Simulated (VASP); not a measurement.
**ZnS (wurtzite): computed properties**

Computed with PBE GGA, VASP's PBE PAW potentials (set 64) (plane waves; VASP).

```
Quantity                                                                                                           Result
---------------------------------------------  --------------------------------------------------------------------------
space group                                                                                                  P6_3mc (186)
cell                                           a = 3.845 Å, b = 3.845 Å, c = 6.299 Å, α = 90.00°, β = 90.00°, γ = 120.00°
volume per atom                                                                                             20.16 Å³/atom
band gap (over mesh and band path)                                                                                2.09 eV
smallest direct gap (over mesh and band path)                                                                     2.09 eV
Hill bulk modulus                                                                                                69.8 GPa
Hill shear modulus                                                                                               32.7 GPa
Poisson's ratio                                                                                                     0.298
band-edge character                                                                                        direct, Γ to Γ
density                                                                                                        4.01 g/cm³
optical Γ-point spectrum                                                  68 (×2), 186, 258, 264 (×2), 269 (×2), 322 cm⁻¹
C11                                                                                                               116 GPa
C12                                                                                                              51.8 GPa
C13                                                                                                              39.0 GPa
C33                                                                                                               137 GPa
C44                                                                                                              27.5 GPa
C66                                                                                                              32.0 GPa
```

```xyz
4
Lattice="1.9225 -3.3299 0.0000 1.9225 3.3299 0.0000 0.0000 0.0000 6.2991" Properties=species:S:1:pos:R:3 pbc="T T T"
Zn     1.9225    -1.1100     3.1503
Zn     1.9225     1.1100     0.0007
S      1.9225    -1.1100     5.5110
S      1.9225     1.1100     2.3614
```

Measured: gap 3.91 eV (computed value off by -1.82 eV), as given by Mehmet Aras et al., The Journal of Chemical Physics (2014), arXiv:1312.4272; a 3.823 Å (computed value off by +0.6 %), c 6.261 Å (computed value off by +0.6 %), as given by Kisi, Elcombe, Acta Cryst. C 45, 1867 (1989), by the Crystallography Open Database. The calculation is for a static lattice, while the measured a, c hold thermal and zero-point effects, which are part of the difference.

The compound is ZnS in the wurtzite structure, the high-temperature form. It was relaxed first. Symmetry was kept, so distortions that lower it aren't found.
